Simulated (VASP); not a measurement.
A run of VASP 6.6.1:

The input INCAR:

```
SYSTEM = BiSbS4
  PREC = Normal
  ENCUT = 520
  EDIFF = 1E-4
  ISMEAR = 0
  SIGMA = 0.15
  LREAL = .FALSE.
  LASPH = .TRUE.
  NELM = 60
  ALGO = Fast
  ISIF = 3
  LWAVE = .FALSE.
  LCHARG = .FALSE.
  GGA = PE
  IBRION = 2
  NSW = 24
  EDIFFG = -0.08
  KPAR = 2
```

Contents of KPOINTS:

```
regular mesh
0
G
  3 3 3
  0 0 0
```

Contents of POSCAR:

```
BiSbS4
1.0
    0.0000000000      4.3749396900      4.3749396900
    4.3749396900      0.0000000000      4.3749396900
    4.3749396900      4.3749396900      0.0000000000
Sb Bi S
1 1 4
Direct
    0.2500000000      0.2500000000      0.2500000000
    0.0000000000      0.0000000000      0.0000000000
    0.6249356900      0.6249356900      0.1251929400
    0.6249356900      0.1251929400      0.6249356900
    0.1251929400      0.6249356900      0.6249356900
    0.6249356900      0.6249356900      0.6249356900
```

Potentials or basis: VASP PAW PBE potentials, release 64 (Sb, Bi_d, S).

Run with:

```bash
$ cat potpaw_PBE.64/Sb/POTCAR potpaw_PBE.64/Bi_d/POTCAR potpaw_PBE.64/S/POTCAR > POTCAR
$ mpirun -np 2 vasp_std > vasp.out
```

Hardware: 2 MPI ranks on AMD EPYC 7R43 64-Core Processor (Zen 3) (shared host).

Question: How long does it take, and how much memory?

Answer: Run time: 60 s on 2 MPI ranks on AMD EPYC 7R43 64-Core Processor (Zen 3) (shared host), peak memory 0.18 GiB a rank. Counts: scf iterations 49, k points 4, ion steps 5.
